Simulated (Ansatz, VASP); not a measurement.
# Cross-check of HfO2 between VASP and Ansatz, part 2 of 3

Aim: how closely do two programs agree when they are given the same cell, functional and k mesh? The cell is taken from a series of runs on this material, whose earlier steps may have relaxed, scaled, displaced or heated it; both programs get it as it stands.

VASP 6.6.1 and Ansatz 0.2.0.

So far: The starting structure; Ansatz: zone-centre phonons, LDA.

### Step 3. VASP: zone-centre phonons, LDA

Level of this step: LDA; plane waves and PAW (O, Hf_pv) (VASP).

The same cell, functional (in two slightly different forms) and mesh now go to VASP, with its own data sets.

Lines of VASP's logs that name or quote its potential files are left out, and so is its time.

Input file INCAR:

```
SYSTEM = HfO2
PREC = Accurate
ENCUT = 600
EDIFF = 1E-08
NELM = 120
ISMEAR = 0
SIGMA = 0.01
LREAL = .FALSE.
ALGO = Normal
GGA = CA
NBANDS = 17
LASPH = .TRUE.
LORBIT = 11
LWAVE = .FALSE.
LCHARG = .FALSE.
ISIF = 2
IBRION = 8
LEPSILON = .TRUE.
GGA_COMPAT = .FALSE.
EFERMI = MIDGAP
KPAR = 2
```

Input file POSCAR:

```
HfO2
1.0
    0.0000000000      2.4892661070      2.5758922367
    2.4892661070      0.0000000000      2.5758922367
    2.4892661070      2.4892661070      0.0000000000
O Hf
2 1
Direct
    0.2500000000      0.2500000000      0.2500000000
    0.7500000000      0.7500000000      0.7500000000
    0.0000000000      0.0000000000      0.0000000000
```

Input file KPOINTS:

```
Automatic mesh
0
Gamma
8 8 8
0 0 0
```

Potentials, in the order of the species: O and Hf_pv (LDA family, release 64).

Launch:

```sh
> mpirun -np 2 vasp_std
```

The log of the run:

```text
[banner, memory and clock lines left out]
running    2 mpi-ranks, on    1 nodes
 distrk:  each k-point on    1 cores,    2 groups
 distr:  one band on    1 cores,    1 groups

 POSCAR found type information on POSCAR O Hf
 POSCAR found :  2 types and       3 ions
 LDA part: xc-table for (Slater(with rela. corr.)+CA(PZ))
 , standard interpolation
 POSCAR, INCAR and KPOINTS ok, starting setup
 FFT: planning ... GRIDC
 FFT: planning ... GRID_SOFT
 FFT: planning ... GRID
 WAVECAR not read
 entering main loop
       N       E                     dE             d eps       ncg     rms          rms(c)
DAV:   1     0.968619735296E+02    0.96862E+02   -0.13889E+04  2006   0.144E+03
DAV:   2    -0.345733902941E+02   -0.13144E+03   -0.12741E+03  2583   0.313E+02
DAV:   3    -0.386248764886E+02   -0.40515E+01   -0.40395E+01  2323   0.493E+01
DAV:   4    -0.386481545081E+02   -0.23278E-01   -0.23273E-01  2541   0.410E+00
DAV:   5    -0.386482962983E+02   -0.14179E-03   -0.14179E-03  2412   0.303E-01    0.516E+01
DAV:   6    -0.332415194877E+02    0.54068E+01   -0.22584E+01  2056   0.338E+01    0.444E+01
DAV:   7    -0.330826966724E+02    0.15882E+00   -0.76725E-01  2239   0.737E+00    0.300E+01
DAV:   8    -0.330313890495E+02    0.51308E-01   -0.26081E-01  2059   0.472E+00    0.843E+00
DAV:   9    -0.330131045177E+02    0.18285E-01   -0.50447E-02  2117   0.196E+00    0.247E+00
DAV:  10    -0.330127659537E+02    0.33856E-03   -0.24137E-03  2447   0.377E-01    0.790E-02
DAV:  11    -0.330127562718E+02    0.96818E-05   -0.13057E-04  2338   0.926E-02    0.584E-02
DAV:  12    -0.330127571603E+02   -0.88849E-06   -0.68606E-06  2543   0.204E-02    0.252E-02
DAV:  13    -0.330127572038E+02   -0.43522E-07   -0.16448E-07  2448   0.370E-03    0.321E-03
DAV:  14    -0.330127572072E+02   -0.33770E-08   -0.44405E-09  1667   0.667E-04
   1 F= -.33012757E+02 E0= -.33012757E+02  d E =0.000000E+00
 Linear response reoptimize wavefunctions to high precision
DAV:   1    -0.330127572078E+02   -0.55888E-09   -0.62254E-10  1611   0.232E-04
DAV:   2    -0.330127572078E+02   -0.95497E-11   -0.64296E-11  1133   0.674E-05
 Linear response G [H, r] |phi>, progress :
  Direction:   1
       N       E                     dE             d eps       ncg     rms
RMM:   1    -0.906619342517E+02   -0.90662E+02    0.71295E+02  2944   0.187E+02
RMM:   2    -0.900081269654E+02    0.65381E+00   -0.17769E+01  3227   0.285E+01
RMM:   3    -0.900346087976E+02   -0.26482E-01   -0.85340E-01  4007   0.388E+00
RMM:   4    -0.900427178546E+02   -0.81091E-02   -0.61425E-02  4123   0.855E-01
RMM:   5    -0.900434357415E+02   -0.71789E-03   -0.45333E-03  4188   0.189E-01
RMM:   6    -0.900434676424E+02   -0.31901E-04   -0.87841E-04  4139   0.469E-02
RMM:   7    -0.900434736910E+02   -0.60485E-05   -0.66423E-04  4161   0.152E-02
RMM:   8    -0.900434728003E+02    0.89062E-06   -0.10867E-04  3850   0.684E-03
RMM:   9    -0.900434724240E+02    0.37633E-06   -0.38408E-04  3664   0.490E-03
RMM:  10    -0.900434725104E+02   -0.86386E-07   -0.49280E-04  3495   0.432E-03
RMM:  11    -0.900434724665E+02    0.43923E-07   -0.39411E-04  3118   0.415E-03
RMM:  12    -0.900434721488E+02    0.31770E-06   -0.67452E-04  2878   0.409E-03
RMM:  13    -0.900434723887E+02   -0.23994E-06   -0.61533E-04  2774   0.406E-03
 Linear response G [H, r] |phi>, progress :
  Direction:   2
       N       E                     dE             d eps       ncg     rms
RMM:   1    -0.884556477608E+02   -0.88456E+02    0.68659E+02  2955   0.183E+02
RMM:   2    -0.882876031277E+02    0.16804E+00   -0.16450E+01  3209   0.275E+01
RMM:   3    -0.883058283748E+02   -0.18225E-01   -0.77296E-01  4009   0.379E+00
RMM:   4    -0.883097674864E+02   -0.39391E-02   -0.51546E-02  4086   0.826E-01
RMM:   5    -0.883102593227E+02   -0.49184E-03   -0.46374E-03  4164   0.200E-01
RMM:   6    -0.883102975094E+02   -0.38187E-04   -0.45185E-04  4130   0.490E-02
RMM:   7    -0.883102977150E+02   -0.20560E-06   -0.11079E-04  4124   0.139E-02
RMM:   8    -0.883102979264E+02   -0.21145E-06    0.79469E-05  3815   0.556E-03
RMM:   9    -0.883102979432E+02   -0.16813E-07    0.55903E-05  3634   0.351E-03
RMM:  10    -0.883102985499E+02   -0.60663E-06    0.48195E-05  3485   0.295E-03
RMM:  11    -0.883102983939E+02    0.15601E-06    0.28302E-05  3200   0.278E-03
RMM:  12    -0.883102986168E+02   -0.22298E-06    0.89876E-05  2916   0.274E-03
RMM:  13    -0.883102984832E+02    0.13361E-06    0.70406E-05  2777   0.273E-03
 Linear response G [H, r] |phi>, progress :
  Direction:   3
       N       E                     dE             d eps       ncg     rms
RMM:   1    -0.883651359361E+02   -0.88365E+02    0.72266E+02  2974   0.185E+02
RMM:   2    -0.890188448307E+02   -0.65371E+00   -0.18368E+01  3191   0.286E+01
RMM:   3    -0.890480031514E+02   -0.29158E-01   -0.83436E-01  3921   0.389E+00
RMM:   4    -0.890532676707E+02   -0.52645E-02   -0.57979E-02  3997   0.839E-01
RMM:   5    -0.890538783076E+02   -0.61064E-03   -0.47649E-03  4082   0.199E-01
[...]
RMM:   7    -0.418023129474E+00   -0.84243E-04   -0.15863E-06  3560   0.781E-03    0.647E-03
RMM:   8    -0.418033532803E+00   -0.10403E-04   -0.23695E-07  3710   0.178E-03    0.891E-04
RMM:   9    -0.418034152710E+00   -0.61991E-06   -0.15512E-07  3592   0.599E-04    0.377E-04
[...]
force on displaced ion       1 direction 1 : -11.642  -0.000  -0.000
 Born effective charge ion    1 direction 1 :  -2.733   0.000   0.000
 Linear response progress:
  Degree of freedom:   2/  4
       N       E                     dE             d eps       ncg     rms          rms(c)
RMM:   1    -0.370590442994E+00   -0.37059E+00    0.21958E-01  6881   0.377E+00
RMM:   2    -0.358020517357E+00    0.12570E-01   -0.11513E-02  5028   0.706E-01    0.739E-01
RMM:   3    -0.359235843150E+00   -0.12153E-02   -0.95539E-04  4696   0.192E-01    0.442E-01
RMM:   4    -0.361326701455E+00   -0.20909E-02   -0.81124E-04  4760   0.184E-01    0.486E-02
RMM:   5    -0.361073897367E+00    0.25280E-03   -0.38129E-05  5502   0.366E-02    0.271E-02
RMM:   6    -0.361039960255E+00    0.33937E-04   -0.17124E-06  5807   0.602E-03    0.262E-02
RMM:   7    -0.361036735339E+00    0.32249E-05   -0.15407E-07  5771   0.156E-03    0.173E-02
RMM:   8    -0.361026582235E+00    0.10153E-04   -0.16356E-07  5330   0.238E-03    0.119E-02
RMM:   9    -0.361030131713E+00   -0.35495E-05   -0.70663E-08  5855   0.540E-04    0.430E-03
RMM:  10    -0.361030612567E+00   -0.48085E-06   -0.38144E-08  6242   0.187E-04    0.743E-04
RMM:  11    -0.361030679087E+00   -0.66520E-07   -0.11338E-07  6034   0.142E-04    0.890E-04
RMM:  12    -0.361030624740E+00    0.54347E-07   -0.63836E-08  6374   0.112E-04    0.220E-04
RMM:  13    -0.361030617673E+00    0.70668E-08   -0.10603E-07  6246   0.104E-04    0.418E-06
RMM:  14    -0.361030617790E+00   -0.11646E-09   -0.71768E-08  5605   0.101E-04    0.226E-05
 first order change of Fermi-energy   0.83636E-04
 force on displaced ion       1 direction 3 :   0.000   0.000  -9.590
 Born effective charge ion    1 direction 3 :   0.000   0.000  -2.855
 Linear response progress:
  Degree of freedom:   3/  4
       N       E                     dE             d eps       ncg     rms          rms(c)
RMM:   1    -0.230539262753E+00   -0.23054E+00    0.21900E+00  3948   0.949E+00
RMM:   2    -0.223542213883E+00    0.69970E-02   -0.27812E-02  4866   0.113E+00    0.807E-01
RMM:   3    -0.222759361525E+00    0.78285E-03   -0.98803E-04  5878   0.149E-01    0.417E-01
RMM:   4    -0.222164024809E+00    0.59534E-03   -0.11396E-04  6461   0.586E-02    0.198E-01
RMM:   5    -0.221813264601E+00    0.35076E-03   -0.20723E-05  6581   0.281E-02    0.205E-02
RMM:   6    -0.221829775875E+00   -0.16511E-04   -0.25265E-06  6430   0.896E-03    0.160E-02
RMM:   7    -0.221834678336E+00   -0.49025E-05   -0.11525E-06  7205   0.235E-03    0.120E-02
RMM:   8    -0.221833549301E+00    0.11290E-05   -0.67265E-06  6782   0.952E-04    0.118E-03
RMM:   9    -0.221833184971E+00    0.36433E-06   -0.56204E-06  7325   0.404E-04    0.146E-04
RMM:  10    -0.221833465439E+00   -0.28047E-06   -0.32884E-06  6968   0.246E-04    0.292E-05
RMM:  11    -0.221833525874E+00   -0.60435E-07   -0.17272E-06  7382   0.190E-04    0.923E-05
RMM:  12    -0.221833527462E+00   -0.15881E-08   -0.96908E-07  7202   0.166E-04    0.500E-05
RMM:  13    -0.221833536053E+00   -0.85913E-08   -0.62348E-07  6545   0.156E-04    0.202E-05
RMM:  14    -0.221833537659E+00   -0.16057E-08   -0.39960E-07  5798   0.150E-04    0.122E-05
RMM:  15    -0.221833542172E+00   -0.45127E-08   -0.23941E-07  5564   0.148E-04    0.115E-06
RMM:  16    -0.221833542392E+00   -0.21971E-09   -0.21345E-07  5156   0.146E-04    0.507E-07
RMM:  17    -0.221833542498E+00   -0.10637E-09   -0.14556E-07  5029   0.146E-04    0.194E-06
RMM:  18    -0.221833542438E+00    0.59612E-10   -0.16227E-07  4880   0.145E-04    0.201E-06
RMM:  19    -0.221833542377E+00    0.61347E-10   -0.12288E-07  4803   0.145E-04    0.263E-06
RMM:  20    -0.221833542261E+00    0.11615E-09   -0.14080E-07  4739   0.145E-04    0.271E-06
RMM:  21    -0.221833542254E+00    0.72119E-11   -0.11550E-07  4736   0.145E-04    0.298E-06
RMM:  22    -0.221833542241E+00    0.12493E-10   -0.14212E-07  4694   0.145E-04    0.286E-06
 first order change of Fermi-energy   0.80714E-04
 force on displaced ion       3 direction 1 :  -5.067   0.000   0.000
 Born effective charge ion    3 direction 1 :   5.465   0.000   0.000
 Linear response progress:
  Degree of freedom:   4/  4
       N       E                     dE             d eps       ncg     rms          rms(c)
RMM:   1    -0.230330144769E+00   -0.23033E+00    0.22280E+00  2508   0.950E+00
RMM:   2    -0.223170423556E+00    0.71597E-02   -0.27980E-02  3020   0.113E+00    0.860E-01
RMM:   3    -0.222352067477E+00    0.81836E-03   -0.10032E-03  3605   0.153E-01    0.456E-01
RMM:   4    -0.221724694290E+00    0.62737E-03   -0.12057E-04  3890   0.621E-02    0.206E-01
RMM:   5    -0.221388292177E+00    0.33640E-03   -0.20101E-05  4032   0.272E-02    0.215E-02
RMM:   6    -0.221406899280E+00   -0.18607E-04   -0.25765E-06  3909   0.919E-03    0.166E-02
RMM:   7    -0.221411635018E+00   -0.47357E-05   -0.76682E-07  4362   0.229E-03    0.123E-02
RMM:   8    -0.221410541348E+00    0.10937E-05   -0.23295E-06  4084   0.884E-04    0.960E-04
RMM:   9    -0.221410165188E+00    0.37616E-06   -0.22386E-06  4481   0.369E-04    0.276E-05
RMM:  10    -0.221410436513E+00   -0.27132E-06   -0.16043E-06  4198   0.204E-04    0.253E-05
RMM:  11    -0.221410506018E+00   -0.69505E-07   -0.92599E-07  4407   0.147E-04    0.880E-05
RMM:  12    -0.221410506197E+00   -0.17858E-09   -0.55041E-07  4358   0.123E-04    0.448E-05
RMM:  13    -0.221410517564E+00   -0.11367E-07   -0.37529E-07  3842   0.112E-04    0.200E-05
RMM:  14    -0.221410521816E+00   -0.42529E-08   -0.30327E-07  3495   0.107E-04    0.322E-06
[...]
RMM:  22    -0.221410527460E+00   -0.13449E-09   -0.18894E-07  2745   0.101E-04    0.761E-07
RMM:  23    -0.221410527201E+00    0.25913E-09   -0.18143E-07  2710   0.102E-04    0.337E-07
RMM:  24    -0.221410527293E+00   -0.92318E-10   -0.18650E-07  2743   0.101E-04    0.421E-07
RMM:  25    -0.221410527393E+00   -0.99764E-10   -0.18587E-07  2733   0.101E-04    0.460E-07
RMM:  26    -0.221410527415E+00   -0.22794E-10   -0.18858E-07  2738   0.101E-04    0.246E-07
RMM:  27    -0.221410527360E+00    0.55619E-10   -0.18605E-07  2720   0.101E-04    0.211E-07
RMM:  28    -0.221410527358E+00    0.14094E-11   -0.18614E-07  2718   0.101E-04    0.183E-07
RMM:  29    -0.221410527363E+00   -0.43038E-11   -0.18322E-07  2691   0.101E-04    0.812E-08
 first order change of Fermi-energy  -0.84861E-04
 force on displaced ion       3 direction 3 :   0.000   0.000  -4.645
 Born effective charge ion    3 direction 3 :   0.000   0.000   5.709
 Born effective charges drift removed
 Linear response finished
```

(Continued in part 3 of 3.)

[Lines on the potential files, build, host, timing and source positions are cut from VASP's logs without a mark.]

[Logs are printed without paths, hosts, clocks, repeated set-up lines and the standing remarks that a program may print on its own settings, such as how far it seeks lower states.]

[Hosts, paths, dates, database ids (printed as entryN), source tags and the programs' standing remarks are cut or masked in the printed files.]
